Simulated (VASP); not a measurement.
OSZICAR of a VASP run on ZnS (zinc blende):

**OSZICAR**
```
       N       E                     dE             d eps       ncg     rms          rms(c)
DAV:   1     0.870454586986E+02    0.87045E+02   -0.89693E+03   754   0.159E+03
DAV:   2    -0.122040541623E+01   -0.88266E+02   -0.83975E+02   839   0.278E+02
DAV:   3    -0.720201708913E+01   -0.59816E+01   -0.59550E+01   914   0.734E+01
DAV:   4    -0.727819030838E+01   -0.76173E-01   -0.76144E-01   874   0.873E+00
DAV:   5    -0.727938119928E+01   -0.11909E-02   -0.11909E-02   894   0.109E+00    0.677E+00
DAV:   6    -0.686768534987E+01    0.41170E+00   -0.95733E-01  1135   0.363E+01    0.524E+00
DAV:   7    -0.685224304809E+01    0.15442E-01   -0.32757E-01   799   0.559E+00    0.266E+00
DAV:   8    -0.685176374993E+01    0.47930E-03   -0.54568E-03   859   0.698E-01    0.764E-01
DAV:   9    -0.685206843502E+01   -0.30469E-03   -0.10888E-03   837   0.312E-01    0.122E-01
DAV:  10    -0.685221252628E+01   -0.14409E-03   -0.14443E-04   849   0.129E-01    0.573E-02
DAV:  11    -0.685223448287E+01   -0.21957E-04   -0.34344E-05   827   0.777E-02    0.763E-03
DAV:  12    -0.685223573290E+01   -0.12500E-05   -0.27970E-06   848   0.196E-02    0.555E-03
DAV:  13    -0.685223561045E+01    0.12246E-06   -0.28217E-07   487   0.130E-02
   1 F= -.68522356E+01 E0= -.68522356E+01  d E =-.685224E+01
```

Q: Which electronic solver shows in the log?

A: It is blocked Davidson (ALGO = Normal, or the opening steps of other solvers). The INCAR had ALGO = Normal.

Q: Can the final energy be trusted as converged?

A: The run converged. It stopped with EDIFF = 1E-6, NELM = 100, NSW = 40 and EDIFFG = -0.02 after 1 ionic step (PBE GGA, plane waves, VASP's PBE PAW potentials (set 64)).

The compound is ZnS in the zinc blende structure. It was relaxed first.
